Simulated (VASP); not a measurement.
Computed with PBE GGA, VASP's PBE PAW potentials (set 64) (plane waves; VASP).

VASP input:

File POSCAR:
```
ZrC
1
    0.0000000000     2.2952842812     2.2952842812
    2.2952842812     0.0000000000     2.2952842812
    2.2952842812     2.2952842812    -0.0000000000
Zr C
1 1
Direct
  0.0000000000   0.0000000000   0.0000000000
  0.5000000000   0.5000000000   0.5000000000
```

**KPOINTS**
```
Automatic mesh
0
Gamma
14 14 14
0 0 0
```

**INCAR**
```
! general
SYSTEM  = ZrC
PREC    = Accurate
ENCUT   = 620
LREAL   = .False.
LASPH   = .True.

! electronic loop
EDIFF   = 1E-6
NELM    = 100
ALGO    = Normal
LMAXMIX = 4

! smearing
ISMEAR  = 1
SIGMA   = 0.1

! functional
GGA     = PE

! ions
IBRION  = 2
NSW     = 40
ISIF    = 3
EDIFFG  = -0.02
PSTRESS = 200

! output
LWAVE   = .False.
LCHARG  = .False.
```

POTCAR, in this order: Zr_sv C (PBE.64 set). Program: vasp_std.

The resulting files:

**OSZICAR**
```
       N       E                     dE             d eps       ncg     rms          rms(c)
DAV:   1     0.123495778367E+03    0.12350E+03   -0.99701E+03  2496   0.155E+03
DAV:   2    -0.162664848868E+02   -0.13976E+03   -0.13218E+03  2876   0.361E+02
DAV:   3    -0.224420576774E+02   -0.61756E+01   -0.60536E+01  3564   0.686E+01
DAV:   4    -0.227178578329E+02   -0.27580E+00   -0.27563E+00  3360   0.135E+01
DAV:   5    -0.227225170006E+02   -0.46592E-02   -0.46590E-02  3508   0.168E+00    0.245E+01
DAV:   6    -0.194421496209E+02    0.32804E+01   -0.15240E+01  2808   0.286E+01    0.968E+00
DAV:   7    -0.193538103387E+02    0.88339E-01   -0.60331E-01  2932   0.659E+00    0.696E+00
DAV:   8    -0.193521437558E+02    0.16666E-02   -0.11292E-01  2716   0.328E+00    0.160E+00
DAV:   9    -0.193481256247E+02    0.40181E-02   -0.27119E-02  3004   0.111E+00    0.473E-01
DAV:  10    -0.193484754808E+02   -0.34986E-03   -0.18860E-03  2864   0.559E-01    0.368E-01
DAV:  11    -0.193483058916E+02    0.16959E-03   -0.59413E-04  2780   0.193E-01    0.165E-02
DAV:  12    -0.193483038100E+02    0.20816E-05   -0.10703E-05  3512   0.361E-02    0.120E-02
DAV:  13    -0.193483033518E+02    0.45817E-06   -0.34176E-07  1556   0.565E-03
   1 F= -.16329333E+02 E0= -.16329262E+02  d E =-.163293E+02
```

File OUTCAR:
```
------------------------ aborting loop because EDIFF is reached ----------------------------------------
  FORCE on cell =-STRESS in cart. coord.  units (eV):
  Direction    XX          YY          ZZ          XY          YZ          ZX
  --------------------------------------------------------------------------------------
  Total        3.0150039      3.0150039      3.0150039     -0.0000000      0.0000000      0.0000000
  in kB      199.7372273    199.7372273    199.7372273     -0.0000000      0.0000000      0.0000000
  external PRESSURE =      -0.2627727 kB  Pullay stress =     200.0000000 kB
  volume of cell :       24.18
      direct lattice vectors                 reciprocal lattice vectors
     0.000000000  2.295284281  2.295284281    -0.217837940  0.217837940  0.217837940
     2.295284281  0.000000000  2.295284281     0.217837940 -0.217837940  0.217837940
     2.295284281  2.295284281  0.000000000     0.217837940  0.217837940 -0.217837940
 POSITION                                       TOTAL-FORCE (eV/Angst)
 -----------------------------------------------------------------------------------
      0.00000      0.00000      0.00000         0.000000      0.000000     -0.000000
      2.29528      2.29528      2.29528        -0.000000     -0.000000      0.000000
 -----------------------------------------------------------------------------------
    total drift:                                0.000000      0.000000      0.000000
  FREE ENERGIE OF THE ION-ELECTRON SYSTEM (eV)
  ---------------------------------------------------
  free  energy   TOTEN  =       -19.3483033518 eV

  energy  without entropy=      -19.3480916881  energy(sigma->0) =      -19.34823280
  enthalpy is  TOTEN    =       -16.3293329411 eV   P V=        3.0189704107

 reached required accuracy - stopping structural energy minimisation
```
(Selected blocks of OUTCAR.)

The compound is ZrC in the rock salt structure. It was relaxed first under an external pressure of 20 GPa.
